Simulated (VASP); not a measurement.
These are rev-vdW-DF2, VASP's PBE PAW potentials (set 64) (plane waves; VASP 6.6.1) values and carry that method's errors.

Input for VASP

KPOINTS:
```
K-points
0
gamma
 7 7 4
0 0 0
```

INCAR:
```
AGGAC = 0.0
ALGO = Normal
EDIFF = 1E-7
EDIFFG = -0.01
ENCUT = 520
GGA = MK
IBRION = 2
ISIF = 4
ISMEAR = 0
LASPH = .TRUE.
LCHARG = .FALSE.
LMAXMIX = 6
LREAL = .FALSE.
LUSE_VDW = .TRUE.
LWAVE = .FALSE.
NELM = 100
NSW = 30
PARAM1 = 0.1234568
PARAM2 = 0.7114
PREC = Accurate
SIGMA = 0.05
SYSTEM = La2O3
ZAB_VDW = -1.8867
```

File POSCAR:
```
La2O3
1.0
  1.9640524175  -3.4018384858   0.0000000000
  1.9640524175   3.4018384858   0.0000000000
  0.0000000000   0.0000000000   6.0933947271
La O
2 3
Cart
  1.9640524175   1.1339484298   1.4950367365
  1.9640524175  -1.1339484298   4.5983579906
  0.0000000000   0.0000000000   0.0000000000
  1.9640524175   1.1339484298   3.9370693628
  1.9640524175  -1.1339484298   2.1563253643
```

POTCAR, in this order: La O (PBE.64 set). Program: vasp_std.

Output of the run:

File OSZICAR:
```
       N       E                     dE             d eps       ncg     rms          rms(c)
DAV:   1     0.476124202049E+03    0.47612E+03   -0.15892E+04  1352   0.255E+03
DAV:   2     0.990093610801E+02   -0.37711E+03   -0.37149E+03  1968   0.410E+02
DAV:   3    -0.214659195604E+02   -0.12048E+03   -0.11870E+03  2512   0.221E+02
DAV:   4    -0.391295335113E+02   -0.17664E+02   -0.17654E+02  2352   0.923E+01
DAV:   5    -0.401839462329E+02   -0.10544E+01   -0.10541E+01  2552   0.268E+01    0.151E+01
DAV:   6    -0.344738900723E+02    0.57101E+01   -0.52416E+01  2072   0.439E+01    0.771E+00
DAV:   7    -0.343856931326E+02    0.88197E-01   -0.55846E+00  2472   0.254E+01    0.357E+00
DAV:   8    -0.343591164591E+02    0.26577E-01   -0.50863E-01  2376   0.633E+00    0.130E+00
DAV:   9    -0.343488090814E+02    0.10307E-01   -0.75481E-02  2432   0.244E+00    0.361E-01
DAV:  10    -0.343501998218E+02   -0.13907E-02   -0.32654E-02  2288   0.124E+00    0.192E-01
DAV:  11    -0.343504215679E+02   -0.22175E-03   -0.99992E-03  2400   0.792E-01    0.116E-01
DAV:  12    -0.343504582434E+02   -0.36675E-04   -0.18170E-03  2416   0.316E-01    0.591E-02
DAV:  13    -0.343504265169E+02    0.31726E-04   -0.74632E-04  2264   0.191E-01    0.110E-02
DAV:  14    -0.343504302962E+02   -0.37793E-05   -0.50614E-05  2216   0.746E-02    0.462E-03
DAV:  15    -0.343504306504E+02   -0.35421E-06   -0.55337E-06  2584   0.220E-02    0.353E-03
DAV:  16    -0.343504305226E+02    0.12778E-06   -0.10135E-06  2136   0.858E-03    0.248E-03
DAV:  17    -0.343504304185E+02    0.10410E-06   -0.26707E-07  1344   0.485E-03    0.124E-03
DAV:  18    -0.343504304168E+02    0.17021E-08   -0.73198E-08  1320   0.513E-03
   1 F= -.34350430E+02 E0= -.34350430E+02  d E =-.343504E+02
       N       E                     dE             d eps       ncg     rms          rms(c)
DAV:   1    -0.343504263122E+02    0.41063E-05   -0.42289E-03  1880   0.537E-01    0.122E-02
DAV:   2    -0.343504436156E+02   -0.17303E-04   -0.21320E-04  2160   0.153E-01    0.832E-03
DAV:   3    -0.343504425646E+02    0.10510E-05   -0.78387E-06  2328   0.295E-02    0.478E-03
DAV:   4    -0.343504421087E+02    0.45597E-06   -0.21379E-06  2528   0.141E-02    0.161E-03
DAV:   5    -0.343504421258E+02   -0.17179E-07   -0.52160E-07  1896   0.577E-03
   2 F= -.34350442E+02 E0= -.34350442E+02  d E =-.117090E-04
```

### OUTCAR
```
------------------------ aborting loop because EDIFF is reached ----------------------------------------
  FORCE on cell =-STRESS in cart. coord.  units (eV):
  Direction    XX          YY          ZZ          XY          YZ          ZX
  --------------------------------------------------------------------------------------
  Total        0.0376380      0.0376380      0.0400371     -0.0000000     -0.0000000      0.0000000
  in kB        0.7405953      0.7405953      0.7878028     -0.0000000     -0.0000000      0.0000000
  external PRESSURE =       0.7563311 kB  Pullay stress =       0.0000000 kB
  volume of cell :       81.42
      direct lattice vectors                 reciprocal lattice vectors
     1.963969759 -3.401695317 -0.000000000     0.254586405 -0.146985533  0.000000000
     1.963969759  3.401695317  0.000000000     0.254586405  0.146985533  0.000000000
    -0.000000000  0.000000000  6.093907649    -0.000000000 -0.000000000  0.164098319
 POSITION                                       TOTAL-FORCE (eV/Angst)
 -----------------------------------------------------------------------------------
      1.96397      1.13390      1.49533         0.000000     -0.000000     -0.002806
      1.96397     -1.13390      4.59857        -0.000000      0.000000      0.002806
      0.00000     -0.00000     -0.00000         0.000000     -0.000000      0.000000
      1.96397      1.13390      3.93799        -0.000000      0.000000      0.005933
      1.96397     -1.13390      2.15592         0.000000     -0.000000     -0.005933
 -----------------------------------------------------------------------------------
    total drift:                                0.000000      0.000000      0.000000
  FREE ENERGIE OF THE ION-ELECTRON SYSTEM (eV)
  ---------------------------------------------------
  free  energy   TOTEN  =       -34.3504421258 eV

  energy  without entropy=      -34.3504421258  energy(sigma->0) =      -34.35044213

 reached required accuracy - stopping structural energy minimisation
```
(Selected blocks of OUTCAR.)

CONTCAR:
```
La2O3
   1.00000000000000
     1.9639697589394496   -3.4016953169276771   -0.0000000000000000
     1.9639697589394496    3.4016953169276771    0.0000000000000000
    -0.0000000000000000    0.0000000000000000    6.0939076493800162
  La              O
     2     3
Direct
     0.3333330000000032    0.6666669999999968    0.2453817802563383
     0.6666669999999968    0.3333330000000032    0.7546182197436617
     0.0000000000000000    0.0000000000000000    0.0000000000000000
     0.3333330000000032    0.6666669999999968    0.6462172662291108
     0.6666669999999968    0.3333330000000032    0.3537827337708891
```

**OUTCAR**
```
 val. band max:        5.8610233343   @ k =   0.4286   0.0000   0.5000

 cond. band min:       9.7427566669   @ k =   0.4286   0.0000   0.0000


 Fermi energy:         6.0810056163

 k-point     1 :       0.0000    0.0000    0.0000
  band No.  band energies     occupation
      1     -23.9049      2.00000
      2     -23.6563      2.00000
      3     -10.9735      2.00000
      4      -9.6847      2.00000
      5      -9.2772      2.00000
      6      -7.3381      2.00000
      7      -7.3380      2.00000
      8      -7.1003      2.00000
      9      -7.1003      2.00000
     10      -7.0024      2.00000
     11      -6.2453      2.00000
     12       3.5034      2.00000
     13       3.5034      2.00000
     14       3.7146      2.00000
     15       3.7146      2.00000
     16       3.8266      2.00000
     17       4.2109      2.00000
     18       5.4875      2.00000
     19       5.4875      2.00000
     20       5.7606      2.00000
     21      10.1062      0.00000
     22      10.4625      0.00000
     23      10.4625      0.00000
     24      11.0482      0.00000

 k-point     2 :       0.1429    0.0000    0.0000
  band No.  band energies     occupation
      1     -23.8701      2.00000
      2     -23.6426      2.00000
      3     -10.9694      2.00000
      4     -10.0509      2.00000
      5      -9.5380      2.00000
      6      -7.4192      2.00000
      7      -7.1258      2.00000
      8      -7.0658      2.00000
      9      -7.0514      2.00000
     10      -6.9100      2.00000
     11      -6.2046      2.00000
     12       3.4337      2.00000
     13       3.6951      2.00000
     14       3.7597      2.00000
     15       3.8581      2.00000
     16       3.9053      2.00000
     17       4.6885      2.00000
     18       5.2081      2.00000
     19       5.4768      2.00000
     20       5.6929      2.00000
     21      10.2429      0.00000
     22      10.4737      0.00000
     23      10.6015      0.00000
     24      11.0810      0.00000
...
```

The compound is La2O3 in the a-type structure. This run relaxes it. Symmetry was kept, so distortions that lower it aren't found.
